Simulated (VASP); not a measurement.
Method: PBE GGA, VASP's PBE PAW potentials (set 64) (plane waves; VASP).

VASP input:

POSCAR:
```
V
1.0
 -1.5150000000   1.5150000000   1.5150000000
  1.5150000000  -1.5150000000   1.5150000000
  1.5150000000   1.5150000000  -1.5150000000
V
1
Cart
  0.0000000000   0.0000000000   0.0000000000
```

File KPOINTS:
```
Automatic mesh
0
Gamma
15 15 15
0 0 0
```

### INCAR
```
SYSTEM  =  V
PREC  =  Accurate; ENCUT  =  400; LREAL  =  .FALSE.
LASPH  =  .TRUE.
EDIFF  =  1E-6; NELM  =  100; ALGO  =  Normal
LMAXMIX  =  4
ISMEAR  =  1; SIGMA  =  0.1
GGA  =  PE
IBRION  =  2; NSW  =  60; ISIF  =  3
EDIFFG  =  -0.01
LWAVE  =  .FALSE.; LCHARG  =  .FALSE.
```

POTCAR, in this order: V_sv (PBE.64 set). Program: vasp_std.

Output

**OSZICAR**
```
       N       E                     dE             d eps       ncg     rms          rms(c)
DAV:   1     0.719598096116E+02    0.71960E+02   -0.64740E+03  2402   0.118E+03
DAV:   2    -0.921096329568E+01   -0.81171E+02   -0.79468E+02  2466   0.332E+02
DAV:   3    -0.104285274021E+02   -0.12176E+01   -0.11942E+01  2538   0.478E+01
DAV:   4    -0.104356781228E+02   -0.71507E-02   -0.71481E-02  2430   0.385E+00
DAV:   5    -0.104357480178E+02   -0.69895E-04   -0.69895E-04  2500   0.382E-01    0.175E+01
DAV:   6    -0.901149905961E+01    0.14242E+01   -0.60417E+00  2410   0.362E+01    0.143E+00
DAV:   7    -0.899374418751E+01    0.17755E-01   -0.20530E-02  2414   0.231E+00    0.913E-01
DAV:   8    -0.898497230270E+01    0.87719E-02   -0.65574E-03  2420   0.132E+00    0.504E-02
DAV:   9    -0.898501122383E+01   -0.38921E-04   -0.66510E-05  2414   0.129E-01    0.270E-02
DAV:  10    -0.898501299224E+01   -0.17684E-05   -0.55994E-06  2436   0.291E-02    0.127E-03
DAV:  11    -0.898501374007E+01   -0.74782E-06   -0.11293E-07  1200   0.525E-03
   1 F= -.89850137E+01 E0= -.89852704E+01  d E =-.898501E+01
       N       E                     dE             d eps       ncg     rms          rms(c)
DAV:   1    -0.108948031494E+02   -0.19098E+01   -0.39484E+01  2400   0.107E+02    0.166E+01
DAV:   2    -0.901021240295E+01    0.18846E+01   -0.72445E+00  2406   0.421E+01    0.342E+00
DAV:   3    -0.898538761264E+01    0.24825E-01   -0.39701E-02  2402   0.268E+00    0.230E+00
DAV:   4    -0.897602143704E+01    0.93662E-02   -0.16559E-02  2404   0.168E+00    0.890E-02
DAV:   5    -0.897614671344E+01   -0.12528E-03   -0.28305E-04  2458   0.228E-01    0.704E-02
DAV:   6    -0.897610760753E+01    0.39106E-04   -0.16621E-05  2410   0.506E-02    0.315E-03
DAV:   7    -0.897610812614E+01   -0.51861E-06   -0.21327E-07  1202   0.634E-03
   2 F= -.89761081E+01 E0= -.89764893E+01  d E =0.890561E-02
       N       E                     dE             d eps       ncg     rms          rms(c)
DAV:   1    -0.962094825874E+01   -0.64484E+00   -0.13133E+01  2400   0.653E+01    0.821E+00
DAV:   2    -0.900848399024E+01    0.61246E+00   -0.29897E+00  2404   0.244E+01    0.157E+00
DAV:   3    -0.900117502707E+01    0.73090E-02   -0.12130E-02  2400   0.165E+00    0.793E-01
DAV:   4    -0.899834926670E+01    0.28258E-02   -0.62971E-03  2402   0.107E+00    0.885E-02
DAV:   5    -0.899836554712E+01   -0.16280E-04   -0.19094E-04  2432   0.203E-01    0.208E-02
DAV:   6    -0.899836141915E+01    0.41280E-05   -0.19233E-05  2404   0.604E-02    0.197E-03
DAV:   7    -0.899836108039E+01    0.33875E-06   -0.77197E-08  1202   0.409E-03
   3 F= -.89983611E+01 E0= -.89987799E+01  d E =-.133473E-01
```

**OUTCAR**
```
------------------------ aborting loop because EDIFF is reached ----------------------------------------
  FORCE on cell =-STRESS in cart. coord.  units (eV):
  Direction    XX          YY          ZZ          XY          YZ          ZX
  --------------------------------------------------------------------------------------
  Total       -0.0087139     -0.0087139     -0.0087139     -0.0000000     -0.0000000     -0.0000000
  in kB       -1.0457306     -1.0457306     -1.0457306     -0.0000000     -0.0000000     -0.0000000
  external PRESSURE =      -1.0457306 kB  Pullay stress =       0.0000000 kB
  volume of cell :       13.35
      direct lattice vectors                 reciprocal lattice vectors
    -1.494447572  1.494447572  1.494447572     0.000000000  0.334571791  0.334571791
     1.494447572 -1.494447572  1.494447572     0.334571791  0.000000000  0.334571791
     1.494447572  1.494447572 -1.494447572     0.334571791  0.334571791  0.000000000
 POSITION                                       TOTAL-FORCE (eV/Angst)
 -----------------------------------------------------------------------------------
     -0.00000      0.00000      0.00000         0.000000      0.000000      0.000000
 -----------------------------------------------------------------------------------
    total drift:                                0.000000      0.000000      0.000000
  FREE ENERGIE OF THE ION-ELECTRON SYSTEM (eV)
  ---------------------------------------------------
  free  energy   TOTEN  =        -8.9983610804 eV

  energy  without entropy=       -8.9996174450  energy(sigma->0) =       -8.99877987

 reached required accuracy - stopping structural energy minimisation
```
(Selected blocks of OUTCAR.)

### CONTCAR
```
V
   1.00000000000000
    -1.4944475717583698    1.4944475717583698    1.4944475717583698
     1.4944475717583698   -1.4944475717583698    1.4944475717583698
     1.4944475717583698    1.4944475717583698   -1.4944475717583698
  V
     1
Direct
     0.0000000000000000    0.0000000000000000    0.0000000000000000
```

Energy and stress use the plane-wave basis of the starting cell.

The compound is V in the bcc structure. This run relaxes it. Symmetry was kept, so distortions that lower it aren't found. The run is not spin-polarised, so no magnetic state was tried.
